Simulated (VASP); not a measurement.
Calculation: PBEsol GGA, VASP's PBE PAW potentials (set 64) (plane waves; VASP 6.6.1).

VASP ran on this input.

File POSCAR:
```
BeZn3Te4
1
    5.9499496170    -0.0000000000    -0.0000000000
    0.0000000000     5.9499496170     0.0000000000
    0.0000000000    -0.0000000000     5.9499496170
Zn Te Be
3 4 1
Direct
  1.0000000000   1.0000000000   0.0000000000
  0.5000000000   0.5000000000   0.0000000000
  0.5000000000   0.0000000000   0.5000000000
  0.2386573570   0.2613426430   0.2613426430
  0.7613426430   0.7386573570   0.2613426430
  0.7613426430   0.2613426430   0.7386573570
  0.2386573570   0.7386573570   0.7386573570
  0.0000000000   0.5000000000   0.5000000000
```

INCAR:
```
SYSTEM = BeZn3Te4
PREC = Accurate
ENCUT = 400
EDIFF = 1E-7
NELM = 100
ALGO = Normal
LREAL = .FALSE.
LASPH = .TRUE.
ISMEAR = -5
GGA = PS
LMAXMIX = 4
LWAVE = .FALSE.
LCHARG = .TRUE.
LORBIT = 11
NEDOS = 601
ISIF = 2
LEFG = .TRUE.
```

**KPOINTS**
```
K-points
0
G
4 4 4
```

POTCAR, in this order: Zn Te Be (PBE.64 set). Program: vasp_std.

Unless said otherwise, spin-orbit coupling is left out, though it shifts the bands of the heavy elements here.

**Question.** What does the run give for the energy per atom (σ→0), band gap (on the k-mesh)?

**Answer.** 
| Property | Value |
|---|---|
| energy per atom (σ→0) | -3.233 eV/atom |
| band gap (on the k-mesh) | 1.78 eV |

### OSZICAR
```
...
DAV:  10    -0.258630919897E+02    0.15872E-03   -0.29887E-03  1015   0.691E-01    0.557E-02
DAV:  11    -0.258631521779E+02   -0.60188E-04   -0.51112E-04   820   0.142E-01    0.472E-02
DAV:  12    -0.258631374343E+02    0.14744E-04   -0.81163E-05  1041   0.838E-02    0.256E-02
DAV:  13    -0.258631473617E+02   -0.99274E-05   -0.28579E-05   823   0.433E-02    0.503E-03
DAV:  14    -0.258631477419E+02   -0.38019E-06   -0.31636E-06   858   0.209E-02    0.368E-03
DAV:  15    -0.258631480014E+02   -0.25945E-06   -0.97861E-07   860   0.449E-03    0.356E-03
DAV:  16    -0.258631480375E+02   -0.36134E-07   -0.11282E-07   556   0.276E-03
   1 F= -.25863148E+02 E0= -.25863148E+02  d E =0.000000E+00
```

The structure was generated: BeZn3Te4 was put into an ordered model structure (P-43m), which need not be its known phase. It was relaxed first.
